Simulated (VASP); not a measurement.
# Zn8Se5S3 (R3m) in VASP: band structure with PBEsol

Aim: the band structure of Zn8Se5S3 with PBEsol.

Program: VASP 6.6.1. These are calculated values, not measurements. Logs are shortened: lines on timing, memory, paths and dates and some standing lists are left out, and cuts for length are marked.

## 1. The crystal as given

It takes space group R3m (No. 160, trigonal). Conventional cell: a = 7.828 Å, b = 7.828 Å, c = 19.181 Å, α = 90.00°, β = 90.00°, γ = 120.00°. Around Zn (site symmetry m) lie 2 S at 2.35 Å and 2 Se at 2.44 Å. Zn (site symmetry 3m) is surrounded by 3 S at 2.37 Å and 1 Se at 2.45 Å. Zn (site symmetry m) has 1 S at 2.33 Å and 3 Se at 2.42 Å as nearest neighbours. Zn (site symmetry 3m) is surrounded by 4 Se at 2.41 Å. Around S (site symmetry m) lie 4 Zn at 2.33 to 2.37 Å. Se (site symmetry 3m) is surrounded by 4 Zn at 2.41 to 2.44 Å. Se (site symmetry 3m) has 4 Zn at 2.42 to 2.45 Å as nearest neighbours. Se (site symmetry m) has 4 Zn at 2.41 to 2.44 Å as nearest neighbours.

The cell was built by a generator and needn't be a form met in nature.

## 2. Band structure, PBEsol

Input file INCAR:

```
SYSTEM = Zn8Se5S3
PREC = Accurate
ENCUT = 520
EDIFF = 1E-6
ISMEAR = 0
SIGMA = 0.03
LREAL = .False.
LASPH = .True.
NELM = 80
ALGO = Normal
ISIF = 2
LWAVE = .False.
LCHARG = .False.
GGA = PS
NBANDS = 86
ICORELEVEL = 1
KPAR = 4
```

Input file KPOINTS:

```
regular mesh
0
Gamma
  6 6 4
  0 0 0
```

Input file POSCAR:

```
Zn8Se5S3                                
1.0
   -5.5364436205      0.0014024588      5.5364436205
   -5.5350411617     -5.5350411617      0.0000000000
    0.0000000000     -5.5350411617      5.5350411617
  Zn              S               Se            
     8     3     5
Direct
     0.0079719122936552    0.4925617869671157    0.0069045137721204
     0.0104294778457756    0.9965235073847438    0.9965235073847438
     0.0079719122936552    0.4925617869671157    0.4925617869671157
     0.0079719122936552    0.0069045137721204    0.4925617869671157
     0.4884679183190528    0.5031769791302381    0.0041775512753546
     0.4884679183190528    0.0041775512753546    0.0041775512753546
     0.4992860204972800    0.5002379931675733    0.5002379931675733
     0.4884679183190528    0.0041775512753546    0.5031769791302381
     0.1240474427497062    0.1250800316759069    0.1250800316759069
     0.1240474427497062    0.6257924938984871    0.1250800316759069
     0.1240474427497062    0.1250800316759069    0.6257924938984871
     0.1229462468520026    0.6256845843826682    0.6256845843826682
     0.6267194743729974    0.1244268418756675    0.1244268418756675
     0.6263856534482315    0.6250651588056044    0.1234840289405525
     0.6263856534482315    0.1234840289405525    0.6250651588056044
     0.6263856534482315    0.6250651588056044    0.6250651588056044
```

Input file KPOINTS_OPT:

```
explicit points
6
Reciprocal
 0.0000000000  0.0000000000  0.0000000000 1
 0.3750000000  0.3750000000  0.7500000000 1
 0.5000000000  0.5000000000  0.5000000000 1
 0.6250000000  0.2500000000  0.6250000000 1
 0.5000000000  0.2500000000  0.7500000000 1
 0.5000000000  0.0000000000  0.5000000000 1
```

Potentials or basis: VASP PAW PBE potentials, release 64 (Zn, S, Se).

Command:

```
cat potpaw_PBE.64/Zn/POTCAR potpaw_PBE.64/S/POTCAR potpaw_PBE.64/Se/POTCAR > POTCAR
mpirun -np 4 vasp_std > vasp.out
```

OUTCAR:

```text
SYSTEM = Zn8Se5S3
   PREC = Accurate
   ENCUT = 520
   EDIFF = 1E-6
   ISMEAR = 0
   LREAL = .False.
   LASPH = .True.
   NELM = 80
   ISIF = 2
   GGA = PS

 ion  position               nearest neighbor table
   1  0.008  0.493  0.007-   9 2.35  10 2.35  12 2.44  14 2.44
   2  0.010  0.997  0.997-   9 2.37  10 2.37  11 2.37  13 2.45
   3  0.008  0.493  0.493-  10 2.35  11 2.35  12 2.44  16 2.44
   4  0.008  0.007  0.493-   9 2.35  11 2.35  12 2.44  15 2.44
   5  0.488  0.503  0.004-  10 2.33  13 2.42  14 2.42  16 2.42
   6  0.488  0.004  0.004-   9 2.33  13 2.42  15 2.42  14 2.42
[... 8 lines left out ...]
  15  0.626  0.123  0.625-   7 2.41   8 2.42   6 2.42   4 2.44
  16  0.626  0.625  0.625-   7 2.41   5 2.42   8 2.42   3 2.44

  LATTYP: Found a trigonal (rhomboedric) cell.
 ALAT       =     7.8297137810
 COS(alpha) =     0.5002532980

  Lattice vectors:

 A1 = (  -0.0014024588,   5.5364436205,   5.5364436205)
 A2 = (  -5.5364436205,   5.5364436205,   0.0014024588)
 A3 = (  -5.5364436205,   0.0014024588,   5.5364436205)

Analysis of symmetry for initial positions (statically):
=====================================================================
 Subroutine PRICEL returns:
 Original cell was already a primitive cell.

 Routine SETGRP: Setting up the symmetry group for a
 trigonal (rhombohedral) supercell.

 Subroutine GETGRP returns: Found  6 space group operations
 (whereof  6 operations were pure point group operations)
 out of a pool of 12 trial point group operations.

The static configuration has the point symmetry C_3v.

Analysis of symmetry for dynamics (positions and initial velocities):
=====================================================================
 Subroutine PRICEL returns:
 Original cell was already a primitive cell.

 Routine SETGRP: Setting up the symmetry group for a
 trigonal (rhombohedral) supercell.

 Subroutine GETGRP returns: Found  6 space group operations
 (whereof  6 operations were pure point group operations)
 out of a pool of 12 trial point group operations.

The dynamic configuration has the point symmetry C_3v.

 Subroutine INISYM returns: Found  6 space group operations
 (whereof  6 operations are pure point group operations),
 and found     1 'primitive' translations

----------------------------------------------------------------------------------------

                                     Primitive cell

  volume of cell :     339.2795

  direct lattice vectors                    reciprocal lattice vectors
    -5.536443621  0.001402459  5.536443621    -0.090299245  0.090299245  0.090299245
    -5.535041162 -5.535041162  0.000000000    -0.090345005 -0.090322125 -0.090322125
     0.000000000 -5.535041162  5.535041162     0.090322125 -0.090322125  0.090345005

  length of vectors
     7.829713781  7.827730279  7.827730279     0.156402880  0.156455720  0.156455720

  position of ions in fractional coordinates (direct lattice)
     0.007971912  0.492561787  0.006904514
     0.010429478  0.996523507  0.996523507
     0.007971912  0.492561787  0.492561787
     0.007971912  0.006904514  0.492561787
     0.488467918  0.503176979  0.004177551
     0.488467918  0.004177551  0.004177551
[... 8 lines left out ...]
     0.626385653  0.123484029  0.625065159
     0.626385653  0.625065159  0.625065159

  ion indices of the primitive-cell ions
   primitive index   ion index
                 1           1
                 2           2
                 3           3
                 4           4
                 5           5
                 6           6
[... 8 lines left out ...]
                15          15
                16          16

----------------------------------------------------------------------------------------

 KPOINTS: regular mesh

Automatic generation of k-mesh.
 Grid dimensions read from file:
 generate k-points for:    6    6    4

 Generating k-lattice:

  Cartesian coordinates                     Fractional coordinates (reciprocal lattice)
    -0.015049874  0.015049874  0.015049874     0.166666667  0.000000000  0.000000000
[... 30 lines left out ...]

 Subroutine IBZKPT returns following result:
 ===========================================

 Found     59 irreducible k-points:

 Following reciprocal coordinates:
            Coordinates               Weight
  0.000000  0.000000  0.000000      1.000000
  0.166667  0.000000  0.000000      2.000000
  0.333333  0.000000  0.000000      2.000000
  0.500000  0.000000  0.000000      1.000000
  0.000000  0.166667  0.000000      2.000000
  0.166667  0.166667  0.000000      2.000000
[... 16 lines left out ...]
  0.333333  0.000000  0.250000      2.000000
  0.500000  0.000000  0.250000      2.000000
 [... further k-points ...]
   k-points           NKPTS =     59   k-points in BZ     NKDIM =     59   number of bands    NBANDS=     86
   number of dos      NEDOS =    301   number of ions     NIONS =     16
   total plane-waves  NPLWV = 216000
   dimension x,y,z NGX =    60 NGY =   60 NGZ =   60
   dimension x,y,z NGXF=   120 NGYF=  120 NGZF=  120
   ions per type =               8   3   5
   NGX,Y,Z   is equivalent  to a cutoff of  12.74, 12.74, 12.74 a.u.
   NGXF,Y,Z  is equivalent  to a cutoff of  25.48, 25.49, 25.49 a.u.
 SYSTEM =  Zn8Se5S3
   PREC   = accura    normal or accurate (medium, high low for compatibility)
   ISTART =      0    job   : 0-new  1-cont  2-samecut
   ICHARG =      2    charge: 1-file 2-atom 10-const
   ISPIN  =      1    spin polarized calculation?
   LNONCOLLINEAR =      F non collinear calculations
   LSORBIT =      F    spin-orbit coupling
   LASPH  =      T    aspherical Exc in radial PAW
   ENCUT  =  520.0 eV  38.22 Ry    6.18 a.u.  14.56 14.55 14.55*2*pi/ulx,y,z
   NELM   =     80;   NELMIN=  2; NELMDL= -5     # of ELM steps
   EDIFF  = 0.1E-05   stopping-criterion for ELM
   LREAL  =      F    real-space projection
   EDIFFG = 0.1E-04   stopping-criterion for IOM
   NSW    =      0    number of steps for IOM
   IBRION =     -1    ionic relax: 0-MD 1-quasi-New 2-CG
   NFREE  =      0    steps in history (QN), initial steepest desc. (CG)
   ISIF   =      2    stress and relaxation
   ISYM   =      2    0-nonsym 1-usesym 2-fastsym
   POTIM  = 0.5000    time-step for ionic-motion
   TEBEG  =    0.0;   TEEND  =   0.0 temperature during run
   PSTRESS=    0.0 pullay stress
   NELECT =     144.0000    total number of electrons
   NUPDOWN=      -1.0000    fix difference up-down
   EMIN   =  10.00;   EMAX   =-10.00  energy-range for DOS
   EFERMI =   0.00;   METHOD = LEGACY
   ISMEAR =     0;   SIGMA  =   0.03  broadening in eV -4-tet -1-fermi 0-gaus
   EFERMI_NEDOS =   21; number of points for ismear=-14 and -15
   IALGO  =     38    algorithm
   IMIX   =      4    mixing-type and parameters
     AMIX     =   0.40;   BMIX     =  1.00
     AMIX_MAG =   1.60;   BMIX_MAG =  1.00
  volume/ion in A,a.u.               =      21.20       143.10
  Fermi-wavevector in a.u.,A,eV,Ry     =   1.230297  2.324923 20.594180  1.513630
  Thomas-Fermi vector in A             =   2.365151
   LORBIT       =      0    0 simple, 1 ext, 2 COOP (PROOUT), +10 PAW based schemes
   GGA     = PS    functional components
   LHFCALC =     F    Hartree Fock is set to
   AEXX    =    0.0000 exact exchange contribution
   IVDW    =     0    specifies the selected vdW correction
   LEPSILON=     F    determine dielectric tensor
   LRPA    =     F    only Hartree local field effects (RPA)
 non-spin polarized calculation
 Gauss-broadening in eV      SIGMA  =   0.03
  energy-cutoff  :      520.00
  volume of cell :      339.28
 maximum number of plane-waves:      9185
 NGX is ok and might be reduce to    60
   NGX = 29   NGY = 29   NGZ = 29

 number of electron     143.9999979 magnetization

 Free energy of the ion-electron system (eV)
  ---------------------------------------------------
  ext. energy  EPLUGINS =         0.00000000
  ---------------------------------------------------
  free energy    TOTEN  =       -56.45838160 eV

  energy without entropy =      -56.45838160  energy(sigma->0) =      -56.45838160

 the core state eigenenergies are
   1-  1s  -9518.8835  2s  -1152.3988  2p   -998.0536  3s   -123.4181  3p    -77.5810

   2-  1s  -9518.9475  2s  -1152.4474  2p   -998.1034  3s   -123.4854  3p    -77.6492

   3-  1s  -9518.8835  2s  -1152.3988  2p   -998.0536  3s   -123.4181  3p    -77.5810
[... 11 lines left out ...]
   9-  1s  -2397.2779  2s   -203.3481  2p   -148.1201
  10-  1s  -2397.2779  2s   -203.3481  2p   -148.1201
  11-  1s  -2397.2779  2s   -203.3481  2p   -148.1201
  12-  1s -12494.8173  2s  -1598.3581  2p  -1404.7022  3s   -205.0849  3p   -144.5574
       3d    -44.7496
  13-  1s -12494.8178  2s  -1598.3586  2p  -1404.7027  3s   -205.0853  3p   -144.5579
       3d    -44.7501
  14-  1s -12494.7631  2s  -1598.3064  2p  -1404.6501  3s   -205.0385  3p   -144.5112
       3d    -44.7039
  15-  1s -12494.7631  2s  -1598.3064  2p  -1404.6501  3s   -205.0385  3p   -144.5112
       3d    -44.7039
  16-  1s -12494.7631  2s  -1598.3064  2p  -1404.6501  3s   -205.0385  3p   -144.5112
       3d    -44.7039

 E-fermi :   2.0712     XC(G=0):  -9.7293

 val. band max:        1.9413910262   @ k =   0.0000   0.0000   0.0000
 cond. band min:       3.3128907582   @ k =   0.0000   0.0000   0.0000
 fundamental gap:      1.3714997320
 Fermi energy:         2.0712493214

 k-point     1 :       0.0000    0.0000    0.0000
  band No.  band energies     occupation
      1     -11.5220      2.00000
      2     -10.6497      2.00000
      3     -10.6497      2.00000
      4     -10.6446      2.00000
      5     -10.6218      2.00000
      6     -10.3371      2.00000
[... 2077 lines left out ...]
     83       7.3731      0.00000
     84       7.4077      0.00000

 [... further k-points ...]

 [bands above 84 left out]

------------------------ aborting loop because EDIFF is reached ----------------------------------------

  FORCE on cell =-STRESS in cart. coord.  units (eV):
  Direction    XX          YY          ZZ          XY          YZ          ZX
  --------------------------------------------------------------------------------------
  -------------------------------------------------------------------------------------
  Total        0.0911625      0.0911625      0.0911625     -0.0123012      0.0123012     -0.0123012
  in kB        0.4304959      0.4304959      0.4304959     -0.0580898      0.0580898     -0.0580898
  external PRESSURE =       0.4304959 kB  Pullay stress =       0.0000000 kB

 VOLUME and BASIS-vectors are now :
 -----------------------------------------------------------------------------
  energy-cutoff  :      520.00
  volume of cell :      339.28
      direct lattice vectors                 reciprocal lattice vectors
    -5.536443621  0.001402459  5.536443621    -0.090299245  0.090299245  0.090299245
    -5.535041162 -5.535041162  0.000000000    -0.090345005 -0.090322125 -0.090322125
     0.000000000 -5.535041162  5.535041162     0.090322125 -0.090322125  0.090345005

 POSITION                                       TOTAL-FORCE (eV/Angst)
 -----------------------------------------------------------------------------------
     -2.77049     -2.76456      0.08235        -0.003461      0.003461     -0.001706
     -5.57354    -11.03158      5.57354         0.002447     -0.002447     -0.002447
     -2.77049     -5.45269      2.77049        -0.003461     -0.001706      0.003461
     -0.08235     -2.76456      2.77049         0.001706      0.003461      0.003461
     -5.48948     -2.80754      2.72750         0.003645      0.001206      0.001206
     -2.72750     -0.04556      2.72750        -0.001206     -0.003645      0.001206
[... 8 lines left out ...]
     -4.15144     -4.14237      6.92771        -0.001034     -0.001612     -0.001612
     -6.92771     -6.91864      6.92771         0.001612      0.001034     -0.001612
 -----------------------------------------------------------------------------------
    total drift:                                0.000919     -0.000936     -0.000920

  FREE ENERGIE OF THE ION-ELECTRON SYSTEM (eV)
  ---------------------------------------------------
  free  energy   TOTEN  =       -56.4583815978 eV

  energy  without entropy=      -56.4583815978  energy(sigma->0) =      -56.45838160
```

Run time: 8 min. Hardware: 4 MPI ranks of Intel Xeon 6975P-C (Granite Rapids), shared host; peak memory 1.9 GiB.

Results:

```
Free energy             : -56.4584 eV
Pressure                : 0.0 GPa
Largest force           : 0.005 eV/Å
Band gap on the k mesh  : 1.37 eV, direct
Band gap along the path : 1.37 eV, direct
```

Forces in eV/Å, atoms in the order of the input:
```
Zn  -0.003  0.003 -0.002
Zn   0.002 -0.002 -0.002
Zn  -0.003 -0.002  0.003
Zn   0.002  0.003  0.003
Zn   0.004  0.001  0.001
Zn  -0.001 -0.004  0.001
Zn   0.002 -0.002 -0.002
Zn  -0.001  0.001 -0.004
S    0.000  0.001  0.000
S   -0.001  0.000  0.000
S    0.000  0.000  0.001
Se  -0.002  0.002  0.002
Se   0.001 -0.001 -0.001
Se   0.002 -0.002  0.001
Se  -0.001 -0.002 -0.002
Se   0.002  0.001 -0.002
```

Core levels (eV, on the scale of the bands):
```tsv
atom	levels
1 Zn	1s -9518.9, 2s -1152.4, 2p -998.1, 3s -123.4, 3p -77.6
2 Zn	1s -9518.9, 2s -1152.4, 2p -998.1, 3s -123.5, 3p -77.6
3 Zn	1s -9518.9, 2s -1152.4, 2p -998.1, 3s -123.4, 3p -77.6
4 Zn	1s -9518.9, 2s -1152.4, 2p -998.1, 3s -123.4, 3p -77.6
5 Zn	1s -9518.8, 2s -1152.3, 2p -998.0, 3s -123.3, 3p -77.5
6 Zn	1s -9518.8, 2s -1152.3, 2p -998.0, 3s -123.3, 3p -77.5
```

Caveat: the PAW data sets were made with another functional, which shifts forces and pressure a little. As with any semilocal functional, this PBEsol gap is likely too small.
